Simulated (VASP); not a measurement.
```
Ag3IS
1.0
    4.79923     0.00000     0.00000
    0.00000     4.79923     0.00000
    0.00000     0.00000     4.79923
Ag S I
3 1 1
Direct
  0.50000   0.50000   0.00000
  0.00000   0.50000   0.50000
  0.50000   0.00000   0.50000
  0.50000   0.50000   0.50000
  0.00000   0.00000   0.00000
```

Calculation: LDA (Ceperley-Alder, Perdew-Zunger), VASP's LDA PAW potentials (set 64) (plane waves; VASP). Numerical set-up: 400 eV cut-off, Gaussian smearing of 0.050 eV, potentials Ag S I.

Unless said otherwise, spin-orbit coupling is left out, though it shifts the bands of the heavy elements here.

Problem. Give the energies of bands 13 to 26 at the high-symmetry points, in eV from the valence-band maximum.

Solution. 
| band | Γ | X | M | R |
|---|---|---|---|---|
| 13 | -3.53 | -3.65 | -3.64 | -3.37 |
| 14 | -3.53 | -3.65 | -3.59 | -3.37 |
| 15 | -3.53 | -3.62 | -3.53 | -3.35 |
| 16 | -3.25 | -3.33 | -3.50 | -3.35 |
| 17 | -3.12 | -3.12 | -3.35 | -3.35 |
| 18 | -3.12 | -2.54 | -2.79 | -3.13 |
| 19 | -3.12 | -2.28 | -2.79 | -3.13 |
| 20 | -3.04 | -2.28 | -1.56 | -3.13 |
| 21 | -1.84 | -1.81 | -0.77 | -1.19 |
| 22 | -1.84 | -1.33 | 0.00 | -1.19 |
| 23 | -1.84 | -1.33 | 0.00 | -1.19 |
| 24 | 0.80 | 2.44 | 0.76 | 4.91 |
| 25 | 1.85 | 3.41 | 1.65 | 4.91 |
| 26 | 1.85 | 4.16 | 4.40 | 4.91 |

The gap is direct, 0.76 eV, from the valence maximum at M to the conduction minimum at M.

The structure comes from a computed database's Ag3SI entry (Pm-3m); how it stands against other phases isn't given here. It was relaxed first, which changed the volume by -12 %.
